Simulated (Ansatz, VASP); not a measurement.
# CoSi2: VASP beside Ansatz, part 2 of 2

Aim: how closely do two programs agree when they are given the same cell, functional and k mesh? The cell is taken from a series of runs on this material, whose earlier steps may have relaxed, scaled, displaced or heated it; both programs get it as it stands.

VASP 6.6.1 and Ansatz 0.2.0.

So far. Step 5 (Ansatz: single point, LDA, pair 2): The run ends at a pressure of 14.47 GPa. Step 6 (VASP: single point, LDA, pair 2): The run ends at a pressure of 14.44 GPa.

## (7) Comparison

What differs besides the data sets and the points named for the pairs above, as far as they apply: the data sets hold 25 valence electrons in Ansatz (on its PAW soft_1 files) and 17 in VASP. Total energies have different zeros and are not compared.

Both answers:

| quantity | Ansatz | VASP | difference |
| --- | --- | --- | --- |
| pressure (GPa) | 14.47 | 14.44 | +0.03 |

## (8) VASP: single point, LDA, pair 3

A single point gives forces, pressure and levels at one fixed geometry, so differences don't come from the geometry; what else differs is listed under the comparison. The cell compared in this pair holds 35.94 Å³, against 34.47 Å³ for the pair before.

Input file INCAR:

```
SYSTEM = CoSi2
PREC = Accurate
ENCUT = 600
EDIFF = 1E-06
NELM = 120
ISMEAR = 1
SIGMA = 0.2
LREAL = .FALSE.
ALGO = Normal
GGA = PW92
NBANDS = 14
LASPH = .TRUE.
LORBIT = 11
LWAVE = .FALSE.
LCHARG = .FALSE.
ISIF = 2
GGA_COMPAT = .FALSE.
```

Input file POSCAR:

```
CoSi2
1.0
    0.0000000000      2.6193311116      2.6193311116
    2.6193311116      0.0000000000      2.6193311116
    2.6193311116      2.6193311116      0.0000000000
Si Co
2 1
Direct
    0.2500000000      0.2500000000      0.2500000000
    0.7500000000      0.7500000000      0.7500000000
    0.0000000000      0.0000000000      0.0000000000
```

Input file KPOINTS:

```
Automatic mesh
0
Gamma
16 16 16
0 0 0
```

Potentials, in the order of the species: Si and Co (LDA family, release 64).

Run with:

```sh
$ mpirun -np 1 vasp_std
```

Numbers of over 12 decimals in the logs are rounded to 6 here.

The log of the run:

```text
[... set-up lines as in an earlier step ...]
 entering main loop
       N       E                     dE             d eps       ncg     rms          rms(c)
DAV:   1     0.714693203623E+02    0.71469E+02   -0.76897E+03  4068   0.132E+03
DAV:   2    -0.189654573996E+02   -0.90435E+02   -0.82414E+02  4246   0.246E+02
DAV:   3    -0.232308548199E+02   -0.42654E+01   -0.41238E+01  5316   0.600E+01
DAV:   4    -0.233198237860E+02   -0.88969E-01   -0.88870E-01  4920   0.812E+00
[...]
DAV:  11    -0.219134604778E+02    0.29877E-03   -0.10931E-03  5324   0.695E-01    0.326E-02
DAV:  12    -0.219134623560E+02   -0.18783E-05   -0.54041E-05  5030   0.584E-02    0.970E-03
DAV:  13    -0.219134620154E+02    0.34059E-06   -0.28362E-06  4540   0.262E-02
   1 F= -.21913462E+02 E0= -.21913725E+02  d E =0.787758E-03
```

Parts of OUTCAR (step 8):

```text
  Total        0.9542339      0.9542339      0.9542339      0.0000000      0.0000000     -0.0000000
  in kB       42.5367420     42.5367420     42.5367420      0.0000000      0.0000000     -0.0000000
  external PRESSURE =      42.5367420 kB  Pullay stress =       0.0000000 kB

 POSITION                                       TOTAL-FORCE (eV/Angst)
 -----------------------------------------------------------------------------------
      1.30967      1.30967      1.30967        -0.000000     -0.000000      0.000000
      3.92900      3.92900      3.92900         0.000000      0.000000     -0.000000
      0.00000      0.00000      0.00000         0.000000      0.000000      0.000000
 -----------------------------------------------------------------------------------
    total drift:                                0.000000     -0.000000     -0.000000

  FREE ENERGIE OF THE ION-ELECTRON SYSTEM (eV)
  ---------------------------------------------------
  free  energy   TOTEN  =       -21.9134620154 eV

  energy  without entropy=      -21.9142497730  energy(sigma->0) =      -21.91372460

[... 1 part as in an earlier step ...]

[... 2 further parts left out ...]
[key lines of the parts left out:]
E-fermi :  10.9073
```

The run ends at a pressure of 4.25 GPa.

## (9) Ansatz: single point, LDA, pair 3

The same cell, functional (in two slightly different forms), mesh and smearing now go to Ansatz, which takes its cutoff from its data sets.

The cell is taken from a series of runs on this material, whose earlier steps may have relaxed, scaled, displaced or heated it; both programs get it as it stands.

Input file input.yaml:

```yaml
crystal:
  lattice:
    - [0.0, 2.6193311116, 2.6193311116]
    - [2.6193311116, 0.0, 2.6193311116]
    - [2.6193311116, 2.6193311116, 0.0]
  atoms:
    - { symbol: Si, position: [0.25, 0.25, 0.25] }
    - { symbol: Si, position: [0.75, 0.75, 0.75] }
    - { symbol: Co, position: [0.0, 0.0, 0.0] }
kpoints:
  mp_grid: { grid: [16, 16, 16] }
hamiltonian:
  xc: lda
  pseudopotentials: { kind: paw, azcp: { folder: soft_1 }, xc_functional: pbe }
scf:
  occupations: { method: methfessel_paxton, width: 0.2 }
output:
  forces: true
  stress: true
  eigenvalues: true
```

Run with:

```sh
$ ansatz run input.yaml --threads 4 --pin off --max-ram 10240MiB --backend cpu --events-out ev --progress --plain --runs-dir out
```

The log of the run:

```text
[...]
Crystal: 3 atoms, lattice volume = 35.942 Å³
Basis set: ecut = 420 eV, 725 PW (Γ)
Bands: 17, of which v1, the nominal top of the filled ones, is band 13 counted from 1 (12 counted from 0)
Symmetry: 48 space group operations
[...]
k-points: 145 of 4096
[...]
--- Band table (eV; the first three rows and the last of 145) ---
  k-point 0: bands = [... 9 lower, 11.5692, 15.0303, 17.1854, 17.1854, 17.1854, 17.4083, 17.4083, 17.4083]
  k-point 1: bands = [... 9 lower, 11.5493, 15.0483, 16.1431, 16.6986, 16.6986, 17.9309, 17.9309, 18.5211]
  k-point 2: bands = [... 9 lower, 11.4990, 14.5442, 15.7569, 16.1347, 16.1347, 18.4222, 18.4222, 19.1017]
  k-point 144: bands = [... 9 lower, 11.1906, 11.5200, 12.0832, 12.9611, 17.6335, 17.6335, 19.5979, 20.5533]
[key lines of the parts left out:]
SCF converged after 9 iterations
Free energy (F): -6281.916274 eV
Fermi energy:    13.690226 eV
P = ⅓ Tr σ = 4.3086 GPa (43.086 kbar)
```

The run ends at a pressure of 4.31 GPa.

## (10) Differences

What differs besides the data sets and the points named for the pairs above, as far as they apply: the data sets hold 25 valence electrons in Ansatz (on its PAW soft_1 files) and 17 in VASP. Total energies have different zeros and are not compared.

Compared:

| quantity | Ansatz | VASP | difference |
| --- | --- | --- | --- |
| pressure (GPa) | 4.31 | 4.25 | +0.05 |

## (11) Results

```
difference in pressure (single point, LDA, pair 1) : 0.0099 GPa
difference in pressure (single point, LDA, pair 2) : 0.027 GPa
difference in pressure (single point, LDA, pair 3) : 0.055 GPa
```

What this shows: The difference in pressure is 0.055 GPa (single point, LDA, pair 3), within the 1 GPa picked in this series as the mark of a large difference. The data sets hold unlike numbers of valence electrons (25 in Ansatz and 17 in VASP), so part of the differences comes from the potentials. 3 further runs of this series are not shown here. Such differences can come from data sets, numerical settings and the points named under the comparisons, not from the functional's error against experiment.

[Lines on the potential files, build, host, timing and source positions are cut from VASP's logs without a mark.]

[Logs are printed without paths, hosts, clocks, repeated set-up lines and the standing remarks that a program may print on its own settings, such as how far it seeks lower states.]

[Hosts, paths, dates, database ids (printed as entryN), source tags and the programs' standing remarks are cut or masked in the printed files.]
